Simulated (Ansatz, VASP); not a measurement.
# Si3N4 (Si3N4 (P6_3/m)): VASP beside Ansatz, part 2 of 2

Wanted: the spread between two codes on one cell, functional and k mesh. The cell is taken from a series of runs on this material, whose earlier steps may have relaxed, scaled, displaced or heated it; both programs get it as it stands.

VASP 6.6.1 and Ansatz 0.2.0.

So far: The starting structure; VASP: relaxation of cell and atoms, r2SCAN.

### 3. Ansatz: relaxation of cell and atoms, r2SCAN

Level of this step: Ansatz beside VASP: Kohn-Sham DFT, plane waves, r2SCAN (Ansatz).

Ansatz runs on its PAW soft_1 files.

The same cell, functional, mesh and smearing now go to Ansatz.

File input.yaml:

```yaml
crystal:
  lattice:
    - [7.6045444, 0.0, 0.0]
    - [-3.8022722, 6.5857287, 0.0]
    - [0.0, 0.0, 2.9051991]
  atoms:
    - { symbol: Si, position: [0.23108243, 0.82494615, 0.75] }
    - { symbol: Si, position: [0.40613628, 0.23108243, 0.25] }
    - { symbol: Si, position: [0.82494615, 0.59386372, 0.25] }
    - { symbol: Si, position: [0.17505385, 0.40613628, 0.75] }
    - { symbol: Si, position: [0.59386372, 0.76891757, 0.75] }
    - { symbol: Si, position: [0.76891757, 0.17505385, 0.25] }
    - { symbol: "N", position: [0.33333333, 0.66666667, 0.75] }
    - { symbol: "N", position: [0.66666667, 0.33333333, 0.25] }
    - { symbol: "N", position: [0.96919449, 0.6698534, 0.75] }
    - { symbol: "N", position: [0.29934109, 0.96919449, 0.25] }
    - { symbol: "N", position: [0.6698534, 0.70065891, 0.25] }
    - { symbol: "N", position: [0.3301466, 0.29934109, 0.75] }
    - { symbol: "N", position: [0.03080551, 0.3301466, 0.25] }
    - { symbol: "N", position: [0.70065891, 0.03080551, 0.75] }
basis:
  ecutwfc: 500
  xc_grid: 2
hamiltonian:
  xc: r2scan
  pseudopotentials: { kind: paw, azcp: { folder: soft_1 } }
kpoints:
  mp_grid: { grid: [4, 4, 9] }
scf:
  occupations: { method: fermi_dirac, width: 0.01 }
  max_iter: 150
output:
  forces: true
  stress: true
relax:
  f_tol: 0.01
  max_steps: 60
  cell: {}
checkpoint:
  write: "../r2scan.run"
  compress: false
  write_wavefunctions: false
  write_every: 100000
```

On the command line:

```sh
$ ansatz run input.yaml --threads 4 --pin off --max-ram 6594MiB --backend cpu --events-out ev --progress --plain --runs-dir out
```

Numbers of over 12 decimals in the logs are rounded to 6 here.

Log:

```text
Engine: ansatz 0.2.0, aarch64-unknown-linux-gnu
Pseudopotentials: kind: paw
Pseudopotential: Si, paw, valence charge 4, recommended cutoff 500 eV (meta_gga), soft_1/Si.paw.azcp
Pseudopotential: N, paw, valence charge 5, recommended cutoff 500 eV (meta_gga), soft_1/N.paw.azcp
Functional definition: r2SCAN
  parameter k0 = 0.174
  parameter k1 = 0.065
  parameter a1 = 4.9479
  exchange = r2scan_x(k0 = k0, k1 = k1, a1 = a1)
  correlation = r2scan_c
Crystal: 14 atoms, lattice volume = 145.497 Å³
Basis set: ecut = 500 eV, 3695 PW (Γ), exchange–correlation on 120×120×48 points (8 copies of the dense FFT grid, shifted against one another)
Bands: 46, of which v1, the nominal top of the filled ones, is band 32 counted from 1 (31 counted from 0)
Symmetry: 12 space group operations
Space group: P63/m (ITA 176), of the structure as read, at distance tolerance 5.3e-5 Å
k-points: 20 of 144
Non-local potential: Si, projectors of the file, l = 0: 2, l = 1: 2, l = 2: 1
Non-local potential: N, projectors of the file, l = 0: 2, l = 1: 2, l = 2: 1
PAW form: soft (Blöchl's): semilocal exchange-correlation on the pseudo side does not see the compensation charge
PAW frozen core: Si, regenerated for the run's functional (the file was generated under x = pbe(κ = 0.804, μ = 0.219515), c = pbe(β = 0.066725))
PAW frozen core: N, regenerated for the run's functional (the file was generated under x = pbe(κ = 0.804, μ = 0.219515), c = pbe(β = 0.066725))
PAW one-centre angular grid: Si, 302 points (default); XC on 160 Gauss nodes
PAW one-centre angular grid: N, 302 points (default); XC on 160 Gauss nodes
Initial density: superposition of atomic densities (chi_scale 0.1, normalization cell, long waves kept (reshape's long-wave potential 0.01 eV rms))
Initial wavefunctions: pseudopotential atomic-orbital guess
Functional: x = r2scan, c = r2scan; τ floored in thin density (d = 2e-4 eV/Å³)
SCF iter   1: F=—  HF=-6939.303168 eV  |F-HF|=—  |Δ(HF+E_count)|=         —  Δρ=1.52e-1  dr2=3.52e1  dr2_τ=4.75e0  ethr=3.10e-3  ⟨swp⟩=7.0  Hψ=4472  notcnv=0  defer=20
preconditioner: auto → Resta (q_TF=auto, 2.379 Å⁻¹)  ε∞=3.2  [insulator: Δε(μ)=6.306 eV  Ē_g=16.460 eV  σ=0.010 eV  W_gap=1.00  n_scr=32 (ndim 8)  ℏωp=24.6 eV  f_vac=0.009  D(μ)=0.00/eV (n_scr^D=0)  ε∞_Penn≈3.2]
SCF iter   2: F=—  HF=-6930.127463 eV  |F-HF|=—  |Δ(HF+E_count)|=    9.18e0  Δρ=5.21e-2  dr2=2.58e0  dr2_τ=6.97e-1  ethr=3.10e-3  ⟨swp⟩=3.9  Hψ=2464  notcnv=0  defer=164
SCF iter   3: F=—  HF=-6930.746044 eV  |F-HF|=—  |Δ(HF+E_count)|=   6.19e-1  Δρ=2.48e-2  dr2=5.09e-1  dr2_τ=2.67e-2  ethr=3.10e-3  ⟨swp⟩=3.2  Hψ=1459  notcnv=0  defer=64
automatic band count: iteration 3 solves 41 bands in place of 46: the levels show a gap, and the empty bands left out lie too high to hold charge; the band table lists the bands solved (type scf.n_extra_bands for more)
SCF iter   4: F=—  HF=-6930.839185 eV  |F-HF|=—  |Δ(HF+E_count)|=   9.31e-2  Δρ=2.23e-3  dr2=5.74e-3  dr2_τ=6.97e-4  ethr=7.95e-4  ⟨swp⟩=3.8  Hψ=1546  notcnv=0  defer=64
SCF iter   5: F=—  HF=-6930.840491 eV  |F-HF|=—  |Δ(HF+E_count)|=   1.31e-3  Δρ=9.94e-4  dr2=1.47e-3  dr2_τ=2.07e-4  ethr=8.96e-6  ⟨swp⟩=3.1  Hψ=1507  notcnv=0  defer=64
SCF iter   6: F=—  HF=-6930.840371 eV  |F-HF|=—  |Δ(HF+E_count)|=   1.20e-4  Δρ=2.39e-4  dr2=1.12e-4  dr2_τ=8.42e-6  ethr=2.30e-6  ⟨swp⟩=2.0  Hψ=1472  notcnv=0  defer=64
SCF iter   7: F=—  HF=-6930.840410 eV  |F-HF|=—  |Δ(HF+E_count)|=   3.86e-5  Δρ=4.80e-5  dr2=4.42e-6  dr2_τ=1.32e-7  ethr=1.75e-7  ⟨swp⟩=2.0  Hψ=1380  notcnv=0  defer=64
SCF iter   8: F=—  HF=-6930.840293 eV  |F-HF|=—  |Δ(HF+E_count)|=   1.16e-4  Δρ=1.25e-5  dr2=1.72e-7  dr2_τ=1.42e-8  ethr=6.91e-9  ⟨swp⟩=2.1  Hψ=1404  notcnv=0  defer=64
SCF iter   9: F=-6930.840293 eV  HF=-6930.840293 eV  |F-HF|=5.07e-10  |Δ(HF+E_count)|=   5.97e-8  Δρ=1.00e-6  dr2=1.80e-9  dr2_τ=1.57e-10  ethr=1.56e-10  ⟨swp⟩=4.5  Hψ=2838  notcnv=0
SCF 1 converged in 9 iterations: F = -6930.840293 eV  dr2 = 1.80e-9
  greatest PAW one-centre occupation: 0.803 electrons in one spin orbital (limit 2), on the N atom at site 7 (counted from 0), in its partial waves of l = 0
relax step   1: F+E_penalty+E_count = -6930.84029334 eV  Δ(F+E_penalty+E_count) = +0.000e0 eV  max|allowed force component| = 2.336e-2 eV/Å  Δτ_max = 0.0000 Å  P = +0.052 GPa  Ω = 145.497 Å³  (9 SCF iters, dr2 threshold 1.00e-7 eV, accepted)
[...]
relax step   2: F+E_penalty+E_count = -6930.84049351 eV  Δ(F+E_penalty+E_count) = -2.002e-4 eV  max|allowed force component| = 1.103e-2 eV/Å  Δτ_max = 0.0021 Å  P = +0.015 GPa  Ω = 145.537 Å³  energy of the carried Pulay correction = -2.057e-5 eV  (5 SCF iters, dr2 threshold 3.41e-8 eV, accepted)
[...]
relax step   3: F+E_penalty+E_count = -6930.84051550 eV  Δ(F+E_penalty+E_count) = -2.199e-5 eV  max|allowed force component| = 1.820e-3 eV/Å  Δτ_max = 0.0011 Å  P = -0.002 GPa  Ω = 145.556 Å³  energy of the carried Pulay correction = -3.011e-5 eV  (5 SCF iters, dr2 threshold 7.60e-9 eV, accepted)
[...]
relax step   4: F+E_penalty+E_count = -6930.84054034 eV  Δ(F+E_penalty+E_count) = -2.484e-5 eV  max|allowed force component| = 1.830e-3 eV/Å  Δτ_max = 0.0000 Å  P = -0.002 GPa  Ω = 145.556 Å³  stress off target by 3.83e-3 GPa  SCF on the basis re-selected at this cell (its energy is not comparable with the rows above)  (4 SCF iters)
basis re-selected at this cell: Δ(F+E_penalty+E_count) = -2.484e-5 eV, ΔP = -0.000 GPa vs the last step (what re-selecting the basis moved, of the pressure what is left beyond the Pulay correction that the steps carried, after the strain that the cell walked since its last selection, with what the two solves' SCF thresholds leave and, on support functions, any second-order correction that the steps lacked; it is no m [...]
SCF converged after 4 iterations
Free energy (F): -6930.840540 eV
Harris-Foulkes:  -6930.840540 eV  (|F-HF|=1.55e-11)
Internal energy: -6930.840540 eV  (E = F + TS)
E sigma→0 (E₀):  -6930.840540 eV
Fermi energy:    10.531587 eV
--- Per-component energies (eV) ---
  E_band       = 28.268623
  E_kinetic    = 1341.568875
  E_local      = -2030.341969  (includes V_loc(G=0)·N_el)
  E_nonlocal   = 396.983322
  E_hartree    = 723.562858
  E_xc         = -804.152792
  E_vxc        = -996.951566  (∫ρ·V_xc dr)
  E_paw        = -4152.724747  (= ΣΔE_a)
  E_vpaw       = -183.370715  (= ΣTr[D̂ρ^β])
  E_aug_tail   = -0.000001  (compensation charges beyond the density's cutoff)
  E_vtau       = 53.255064  (kinetic-family band-sum trace: ∫τ·v_τ [+ j·A + Jᵃ·Aᵃ] dr)
  E_ewald      = -2405.040971
  E_core_change = -0.695117  (= ΣΔE_core)
  E_smearing   = -0.000000  (= −TS)
  E_closure    = -0.000000  (closes the sum)
  Σ components = -6930.840540   (vs F -6930.840540, Δ=0.00e0)
--- Forces (eV/Å), atoms counted from 1 ---
  atom   1  Si    -0.00104535    -0.00140501     0.00000000
  atom   2  Si     0.00069410    -0.00160780     0.00000000
  atom   3  Si    -0.00173945     0.00020279     0.00000000
  atom   4  Si     0.00173945    -0.00020279    -0.00000000
  atom   5  Si    -0.00069410     0.00160780     0.00000000
  atom   6  Si     0.00104535     0.00140501     0.00000000
  atom   7  N     -0.00000000     0.00000000     0.00000000
  atom   8  N      0.00000000    -0.00000000    -0.00000000
  atom   9  N      0.00145985     0.00113066     0.00000000
  atom  10  N     -0.00024926     0.00182960    -0.00000000
  atom  11  N      0.00170911    -0.00069893     0.00000000
  atom  12  N     -0.00170911     0.00069893    -0.00000000
  atom  13  N     -0.00145985    -0.00113066     0.00000000
  atom  14  N      0.00024926    -0.00182960     0.00000000
  max |Σ_I F_I| component: 4.55e-18 eV/Å
--- Stress (GPa, compression-positive) ---
       -0.003832      -0.000001      -0.000000
        0.000001      -0.003832       0.000000
       -0.000000       0.000000       0.002135
  P = ⅓ Tr σ = -0.0018 GPa (-0.018 kbar)
--- Relaxed structure (3 steps of the walk, 3 accepted, 1 SCFs on fresh bases) ---
  F+E_penalty+E_count = -6930.84054034 eV   max|allowed force component| = 1.830e-3 eV/Å   (the final SCF, on the basis selected at the relaxed cell)
  cell:  # Å, volume = 145.5560 Å³
    - [7.605514, 0, 0.0]
    - [-3.802757, 6.586568, 0.0]
    - [0.0, 0.0, 2.905643]
  atoms:
    - { symbol: Si, position: [0.230631, 0.824585, 0.750000] }
    - { symbol: Si, position: [0.406046, 0.230631, 0.25] }
    - { symbol: Si, position: [0.824585, 0.593954, 0.25] }
    - { symbol: Si, position: [0.175415, 0.406046, 0.750000] }
    - { symbol: Si, position: [0.593954, 0.769369, 0.750000] }
    - { symbol: Si, position: [0.769369, 0.175415, 0.25] }
    - { symbol: N, position: [0.333333, 0.666667, 0.750000] }
    - { symbol: N, position: [0.666667, 0.333333, 0.25] }
    - { symbol: N, position: [0.968740, 0.669678, 0.750000] }
    - { symbol: N, position: [0.299062, 0.968740, 0.25] }
    - { symbol: N, position: [0.669678, 0.700938, 0.25] }
    - { symbol: N, position: [0.330322, 0.299062, 0.750000] }
    - { symbol: N, position: [0.031260, 0.330322, 0.25] }
    - { symbol: N, position: [0.700938, 0.031260, 0.750000] }
```

### 4. Differences

Known differences besides the potentials themselves: VASP keeps PBE cores, Ansatz makes them for the functional; the cutoff is 500 eV in Ansatz and 660 eV in VASP; Ansatz adds a Pulay correction to the stress that steers its cell, VASP none. Total energies have different zeros and are not compared.

The two programs side by side:

| quantity | Ansatz | VASP | difference |
| --- | --- | --- | --- |
| volume (Å³) | 145.56 | 145.53 | +0.02 % |
| edge a after relaxation, in the typed setting (Å) | 7.606 | 7.606 | +0.00 % |
| edge c after relaxation, in the typed setting (Å) | 2.906 | 2.905 | +0.02 % |

### 5. Results

```json
{
 "difference in edge c after relaxation, in the typed setting (relaxation of cell and atoms, r2SCAN)": "0.021 %"
}
```

What this shows: The difference in edge c after relaxation, in the typed setting is 0.021 % (relaxation of cell and atoms, r2SCAN), within the 1.2 % picked in this series as the mark of a large difference, as far as the stopping tolerances let one tell. How closely two codes agree says nothing of how well the functional describes the real material.

[Lines on the potential files, build, host, timing and source positions are cut from VASP's logs without a mark.]

[Logs are printed without paths, hosts, clocks, repeated set-up lines and the standing remarks that a program may print on its own settings, such as how far it seeks lower states.]

[Hosts, paths, dates, database ids (printed as entryN), source tags and the programs' standing remarks are cut or masked in the printed files.]
